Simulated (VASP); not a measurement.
An input for Quantum ESPRESSO's pw.x (written as the equivalent of a VASP run, and not itself run):

```
&CONTROL
  calculation = 'vc-relax'
  pseudo_dir = './pseudo'
  outdir = './out'
  tprnfor = .true.
  tstress = .true.
  nstep = 40
  forc_conv_thr = 0.00078
/
&SYSTEM
  ibrav = 0
  nat = 2
  ntyp = 2
  ecutwfc = 84
  occupations = 'smearing'
  smearing = 'methfessel-paxton'
  degauss = 0.00735
  input_dft = 'pbe'
/
&ELECTRONS
  conv_thr = 7.3e-08
  electron_maxstep = 100
/
&IONS
/
&CELL
  press = 200
/
ATOMIC_SPECIES
  Zr 91.224 Zr.upf
  N 14.007 N.upf
CELL_PARAMETERS angstrom
     0.0000000    2.2455953    2.2455953
     2.2455953    0.0000000    2.2455953
     2.2455953    2.2455953    0.0000000
ATOMIC_POSITIONS crystal
  Zr   0.0000000  0.0000000  0.0000000
  N    0.5000000  0.5000000  0.5000000
K_POINTS automatic
  14 14 14 0 0 0
```

Task: Translate this input to VASP (INCAR, KPOINTS, POSCAR, choice of POTCAR).

Result: Several could match; the one computed here: 
### INCAR
```
! general
SYSTEM =ZrN
PREC   =Accurate
ENCUT  =620   ! plane-wave cut-off (eV)
LREAL  =.False.   ! projection in real space or not
LASPH  =.True.

! electronic loop
EDIFF  =1E-6
NELM   =100
ALGO   =Normal   ! blocked Davidson
LMAXMIX=4

! smearing
ISMEAR =1   ! Methfessel-Paxton
SIGMA  =0.1

! functional
GGA    =PE   ! PBE

! ions
IBRION =2
NSW    =40   ! most ionic steps
ISIF   =3
EDIFFG =-0.02   ! ionic stop
PSTRESS=200

! output
LWAVE  =.False.
LCHARG =.False.
```

POSCAR:
```
ZrN
1
    0.0000000000     2.2455952716     2.2455952716
    2.2455952716     0.0000000000     2.2455952716
    2.2455952716     2.2455952716     0.0000000000
Zr N
1 1
Direct
  0.0000000000   0.0000000000   0.0000000000
  0.5000000000   0.5000000000   0.5000000000
```

KPOINTS:
```
Regular mesh
0
gamma
  14 14 14
```

POTCAR, in this order: Zr_sv N (PBE.64 set). Program: vasp_std.

Limits of the translation: the potentials are each code's own (VASP's PAW set, PseudoDojo norm-conserving files in pw.x), so ENCUT and ecutwfc are chosen apart and not converted; conv_thr bounds pw.x's estimated SCF error, while EDIFF bounds the energy change between steps; forc_conv_thr acts on force components and is met together with etot_conv_thr.

The compound is ZrN in the rock salt structure. It was relaxed first under an external pressure of 20 GPa.
